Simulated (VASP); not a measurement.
Wanted: the native input for a VASP 6.6.1 run.

```yaml
Task: single point
Functional: r2SCAN
Dispersion: D3(BJ)
Potentials_or_basis: VASP PAW PBE potentials, release 64 (O, H, Li_sv)
Cutoff: 520 eV
k_mesh: 1 × 1 × 1
Occupations: fermi-dirac, width 0.02 eV
Spin: no spin polarisation
Dipole_correction: no
Further_INCAR_settings: LREAL = Auto; ALGO = Normal; EDIFF = 1e-06; NBANDS = 56
```

The system is LiH17O9.

```
O H Li
1.0
     6.57314    0.00000    0.00000
     0.00000    6.57314    0.00000
     0.00000    0.00000    6.57314
O H Li
9 17 1
Cartesian
  2.3389 -0.4408 1.0567
  5.6592 2.7928 4.3730
  5.9809 3.9294 1.7547
  2.6411 1.9192 3.3861
  3.5926 3.2651 -0.5869
  1.5924 4.6652 3.2423
  6.7632 0.6524 3.1409
  4.2004 5.8856 3.5277
  6.1946 -0.2764 7.5105
  1.4269 -0.4645 0.7212
  2.6737 0.4455 0.9192
  5.4820 3.2229 3.5164
  6.1113 1.9573 4.1415
  6.0655 4.9334 1.3393
  6.3869 3.2794 1.1827
  1.7319 1.6032 3.2109
  3.1492 1.1095 3.6044
  3.6599 3.6935 0.3034
  4.4548 2.8891 -0.7822
  2.0761 5.1905 2.5732
  0.8496 4.2395 2.7818
  7.1698 -0.1467 3.4528
  6.4899 0.3792 2.1427
  4.3949 5.8349 2.5419
  5.0805 6.0820 3.8778
  5.3554 -0.3039 7.0610
  2.6619 3.5916 4.3372
```

The cell was built by a generator and needn't be a form met in nature.

These files were run (other wordings do the same):

POSCAR

```
LiH17O9
1.0
    6.5731380000      0.0000000000      0.0000000000
    0.0000000000      6.5731380000      0.0000000000
    0.0000000000      0.0000000000      6.5731380000
O H Li
9 17 1
Direct
    0.3558270038     -0.0670608163      0.1607603553
    0.8609586471      0.4248807799      0.6652834613
    0.9099002638      0.5977966688      0.2669501234
    0.4018020008      0.2919762220      0.5151420828
    0.5465578237      0.4967338279     -0.0892876431
    0.2422587203      0.7097371149      0.4932651650
    1.0289149566      0.0992524423      0.4778387431
    0.6390250745      0.8954018613      0.5366843051
    0.9424113719     -0.0420499311      1.1426049476
    0.2170804873     -0.0706664001      0.1097192848
    0.4067615802      0.0677758477      0.1398418837
    0.8340004424      0.4903137588      0.5349651871
    0.9297385815      0.2977725403      0.6300643620
    0.9227708288      0.7505395444      0.2037535192
    0.9716668051      0.4989093489      0.1799292819
    0.2634814605      0.2439017711      0.4884881468
    0.4791014581      0.1687930483      0.5483530089
    0.5567964646      0.5619081784      0.0461575582
    0.6777280501      0.4395313167     -0.1189994794
    0.3158460997      0.7896532828      0.3914720792
    0.1292533338      0.6449735271      0.4232073022
    1.0907727785     -0.0223181074      0.5252894432
    0.9873366420      0.0576893411      0.3259782466
    0.6686152033      0.8876886504      0.3867102745
    0.7729185056      0.9252810454      0.5899465370
    0.8147402352     -0.0462336254      1.0742205625
    0.4049663950      0.5464056893      0.6598370520
```

INCAR.step1

```
PREC     = Accurate       # precision mode
ENCUT    = 520            # plane-wave cutoff, eV
ISMEAR   = -1             # smearing method
SIGMA    = 0.02           # smearing width, eV
LREAL    = Auto         
LASPH    = T              # aspherical terms in the spheres
NELM     = 100            # most SCF steps
NBANDS   = 56             # bands
GGA      = PE             # functional
ALGO     = Normal         # electronic algorithm
EDIFF    = 1E-4           # SCF threshold, eV
LWAVE    = T              # write WAVECAR
LCHARG   = F              # write CHGCAR
```

INCAR.step2

```
PREC     = Accurate       # precision mode
ENCUT    = 520            # plane-wave cutoff, eV
EDIFF    = 1E-6           # SCF threshold, eV
ISMEAR   = -1             # smearing method
SIGMA    = 0.02           # smearing width, eV
LREAL    = Auto         
LASPH    = T              # aspherical terms in the spheres
NELM     = 100            # most SCF steps
ALGO     = Normal         # electronic algorithm
ISIF     = 2              # what is computed and relaxed
LWAVE    = F              # write WAVECAR
LCHARG   = F              # write CHGCAR
METAGGA  = R2SCAN         # meta-GGA
LMIXTAU  = T            
IVDW     = 12             # dispersion correction
VDW_S6   = 1.0          
VDW_S8   = 0.78981345   
VDW_A1   = 0.49484001   
VDW_A2   = 5.73083694   
NBANDS   = 56             # bands
ISTART   = 1
```

KPOINTS

```
Automatic mesh
0
Gamma
  1 1 1
```

Potentials or basis: VASP PAW PBE potentials, release 64 (O, H, Li_sv).

Run with:

```console
$ cat potpaw_PBE.64/O/POTCAR potpaw_PBE.64/H/POTCAR potpaw_PBE.64/Li_sv/POTCAR > POTCAR
$ cp INCAR.step1 INCAR
$ mpirun -np 1 vasp_gam > vasp.out
$ cp INCAR.step2 INCAR
$ mpirun -np 1 vasp_gam > vasp.out
```

Results of the run:

The largest force is 1.976 eV/Å and the band gap on the k mesh is 4.76 eV, direct. The dispersion energy per atom is -0.018 eV.

Caveat: the PAW data sets were made with another functional, which shifts forces and pressure a little.

It took 2.1 min on 1 thread of AMD EPYC 9R14 (Zen 4) (shared host), peak memory 0.33 GiB.
